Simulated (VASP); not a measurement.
Here is a VASP 6.6.1 calculation.

Contents of INCAR:

```
SYSTEM = Lu
PREC = Accurate
ENCUT = 520
EDIFF = 1E-6
ISMEAR = 0
SIGMA = 0.5
LREAL = .False.
LASPH = .True.
NELM = 60
ALGO = Normal
ISIF = 2
LWAVE = .False.
LCHARG = .False.
GGA = PS
```

The input KPOINTS:

```
regular mesh
0
Gamma
  15 15 8
  0 0 0
```

POSCAR

```
Lu
1.0
    3.4495800000      0.0000000000      0.0000000000
   -1.7247900000      2.9874300000      0.0000000000
    0.0000000000      0.0000000000      5.3562400000
Lu
2
Direct
    0.3333300000      0.6666700000      0.2500000000
    0.6666700000      0.3333300000      0.7500000000
```

Potentials or basis: VASP PAW PBE potentials, release 64 (Lu).

The run is started by

```bash
$ cat potpaw_PBE.64/Lu/POTCAR > POTCAR
$ mpirun -np 1 vasp_std > vasp.out
```

(1) Predict the pressure.

(2) Estimate the band gap on the k mesh.

Results:

(1) 0.4 GPa.

(2) none (metal or under the smearing width).

Caveat: the PAW data sets were made with another functional, which shifts forces and pressure a little.
